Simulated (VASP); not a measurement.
Computed with LDA (Ceperley-Alder, Perdew-Zunger), VASP's LDA PAW potentials (set 64) (plane waves; VASP 6.6.1). For the first row: Settings: 400 eV cut-off, 10×10×7 Γ-centred mesh, tetrahedra with Blöchl corrections, potentials Si Ni.

```json
[
 {"system": "SiNi2 (space group P6_3/mmc)", "energy (eV/atom)": "-6.9817"},
 {"system": "Si (diamond)", "energy (eV/atom)": "-5.9588"},
 {"system": "Ni (fcc)", "energy (eV/atom)": "-6.5816"}
]
```

The references are the elements' solids at the same level; no temperature or zero-point terms are added.

Q: What is the formation energy per atom of SiNi₂?

A: The references average (2×(-5.9588) + 4×(-6.5816))/6 = -6.3740 eV, so the formation energy is -6.9817 − (-6.3740) = -0.608 eV/atom.
